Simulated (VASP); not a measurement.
Output of a VASP run:

File OSZICAR:
```
...
DAV:  27    -0.481351989605E+02   -0.13382E-01   -0.18790E-03   512   0.264E-01    0.130E-01
DAV:  28    -0.481375971767E+02   -0.23982E-02   -0.17137E-03   512   0.321E-01    0.619E-02
DAV:  29    -0.481471872819E+02   -0.95901E-02   -0.15307E-03   504   0.230E-01    0.106E-01
DAV:  30    -0.481475453639E+02   -0.35808E-03   -0.17328E-04   556   0.111E-01    0.998E-02
DAV:  31    -0.481500496422E+02   -0.25043E-02   -0.22083E-03   504   0.273E-01    0.492E-02
DAV:  32    -0.481564077806E+02   -0.63581E-02   -0.34818E-03   504   0.381E-01    0.483E-02
DAV:  33    -0.481579447987E+02   -0.15370E-02   -0.33885E-04   506   0.144E-01    0.497E-02
DAV:  34    -0.481661351159E+02   -0.81903E-02   -0.19283E-03   504   0.311E-01    0.462E-02
DAV:  35    -0.481564535380E+02    0.96816E-02   -0.13069E-03   504   0.258E-01    0.267E-02
DAV:  36    -0.481479493648E+02    0.85042E-02   -0.40431E-03   504   0.379E-01    0.529E-02
DAV:  37    -0.481481557879E+02   -0.20642E-03   -0.24005E-04   510   0.115E-01    0.453E-02
DAV:  38    -0.481475760198E+02    0.57977E-03   -0.32673E-04   504   0.133E-01    0.355E-02
DAV:  39    -0.481478107121E+02   -0.23469E-03   -0.64689E-05   516   0.650E-02    0.180E-02
DAV:  40    -0.481488116185E+02   -0.10009E-02   -0.10050E-03   504   0.233E-01    0.151E-02
DAV:  41    -0.481499231130E+02   -0.11115E-02   -0.78336E-04   504   0.158E-01    0.139E-02
DAV:  42    -0.481499348007E+02   -0.11688E-04   -0.46415E-05   604   0.403E-02    0.128E-02
DAV:  43    -0.481499046303E+02    0.30170E-04   -0.26185E-06   418   0.126E-02    0.126E-02
DAV:  44    -0.481496553815E+02    0.24925E-03   -0.24008E-04   504   0.970E-02    0.259E-03
DAV:  45    -0.481491863977E+02    0.46898E-03   -0.29249E-04   504   0.121E-01    0.471E-03
DAV:  46    -0.481493568640E+02   -0.17047E-03   -0.25998E-04   504   0.113E-01    0.375E-03
DAV:  47    -0.481499380374E+02   -0.58117E-03   -0.22066E-04   600   0.859E-02    0.434E-03
DAV:  48    -0.481499360134E+02    0.20240E-05   -0.26203E-06   410   0.115E-02    0.393E-03
DAV:  49    -0.481499459746E+02   -0.99612E-05   -0.17399E-06   392   0.102E-02    0.233E-03
DAV:  50    -0.481499360512E+02    0.99234E-05   -0.27783E-06   392   0.130E-02    0.241E-03
DAV:  51    -0.481499571403E+02   -0.21089E-04   -0.32026E-06   392   0.125E-02    0.269E-03
DAV:  52    -0.481499551515E+02    0.19888E-05   -0.38994E-07   396   0.509E-03    0.252E-03
DAV:  53    -0.481499582661E+02   -0.31146E-05   -0.58103E-07   392   0.579E-03    0.260E-03
DAV:  54    -0.481499581546E+02    0.11156E-06   -0.10216E-07   392   0.273E-03    0.260E-03
DAV:  55    -0.481499578715E+02    0.28306E-06   -0.13024E-07   392   0.289E-03    0.266E-03
DAV:  56    -0.481499597050E+02   -0.18336E-05   -0.37860E-07   392   0.501E-03    0.244E-03
DAV:  57    -0.481499588238E+02    0.88127E-06   -0.17583E-07   392   0.357E-03    0.185E-03
DAV:  58    -0.481499586580E+02    0.16578E-06   -0.85481E-07   392   0.612E-03    0.917E-04
DAV:  59    -0.481499575802E+02    0.10778E-05   -0.31582E-07   396   0.426E-03    0.412E-04
DAV:  60    -0.481499575043E+02    0.75946E-07   -0.10142E-07   392   0.242E-03
   1 F= -.48149958E+02 E0= -.48149958E+02  d E =0.000000E+00
       N       E                     dE             ncg
       N       E                     dE             ncg
       N       E                     dE             ncg
       N       E                     dE             ncg
       N       E                     dE             ncg
```

File OUTCAR:
```
------------------------ aborting loop because EDIFF is reached ----------------------------------------
  FORCE on cell =-STRESS in cart. coord.  units (eV):
  Direction    XX          YY          ZZ          XY          YZ          ZX
  --------------------------------------------------------------------------------------
  Total        0.0827398      0.0827398     -0.0305335      0.0000000      0.0000000      0.0000000
  in kB        0.4576077      0.4576076     -0.1688711      0.0000000      0.0000000      0.0000000
  external PRESSURE =       0.2487814 kB  Pullay stress =       0.0000000 kB
  volume of cell :      289.69
      direct lattice vectors                 reciprocal lattice vectors
     4.706900009  0.000000000  0.000000000     0.212454056  0.122660430  0.000000000
    -2.353450004  4.076294205  0.000000000     0.000000000  0.245320860  0.000000000
     0.000000000  0.000000000 15.098411679     0.000000000  0.000000000  0.066232132
 POSITION                                       TOTAL-FORCE (eV/Angst)
 -----------------------------------------------------------------------------------
      0.00000      0.00000      7.54921        -0.000000      0.000000      0.000000
      2.35345      1.35876      7.54921         0.000000     -0.000000      0.000000
 -----------------------------------------------------------------------------------
    total drift:                               -0.001055      0.000609      0.000000
  FREE ENERGIE OF THE ION-ELECTRON SYSTEM (eV)
  ---------------------------------------------------
  free  energy   TOTEN  =       -48.1499575043 eV

  energy  without entropy=      -48.1499575043  energy(sigma->0) =      -48.14995750

 total charge

# of ion       s       p       d       tot
------------------------------------------
    1        1.137   1.232   9.954  12.322
    2        1.137   1.232   9.954  12.322
--------------------------------------------------
tot          2.274   2.463  19.908  24.645
```
(Selected blocks of OUTCAR.)

**POSCAR**
```
Sn
1
    4.7069000091     0.0000000000    -0.0000000000
   -2.3534500045     4.0762942055     0.0000000000
    0.0000000000     0.0000000000    15.0984116792
Sn
2
Direct
  0.0000000000   0.0000000000   0.5000000000
  0.6666670000   0.3333330000   0.5000000000
```

Task: Write an INCAR and KPOINTS that could have produced this output.

Result: This is not unique; one that fits is the input of the run itself, r2SCAN meta-GGA, plane waves, VASP's PBE PAW potentials (set 64).

INCAR:
```
LWAVE = F
ALGO = Normal
NEDOS = 601   # DOS grid
LREAL = F   # projection in real space or not
ENCUT = 400   # plane-wave cut-off (eV)
SYSTEM = Sn
LASPH = T
PREC = Accurate
ISMEAR = -5
NELM = 100
METAGGA = R2SCAN
ISIF = 2   # forces and stress, cell fixed
LMAXMIX = 4   # l cut-off of mixed one-centre charges
LCHARG = F
LORBIT = 11   # lm-projected
LMIXTAU = T
EDIFF = 1E-7   # SCF stop (eV)
```

**KPOINTS**
```
Automatic mesh
0
Gamma
10 10 1
0 0 0
```

KPOINTS_OPT:
```
k-points along high-symmetry lines
20
Line-mode
Reciprocal
  0.000000   0.000000   0.000000 ! GAMMA
  0.500000   0.000000   0.000000 ! M

  0.500000   0.000000   0.000000 ! M
  0.333333   0.333333   0.000000 ! K

  0.333333   0.333333   0.000000 ! K
  0.000000   0.000000   0.000000 ! GAMMA
```

POTCAR, in this order: Sn_d (PBE.64 set). Program: vasp_std.

The cell holds a wide vacuum, so values per volume refer to the whole cell. For a metal the tetrahedron method with Blöchl corrections gives inexact stress and forces.

The cell is a sheet with vacuum, built from a generated structure.
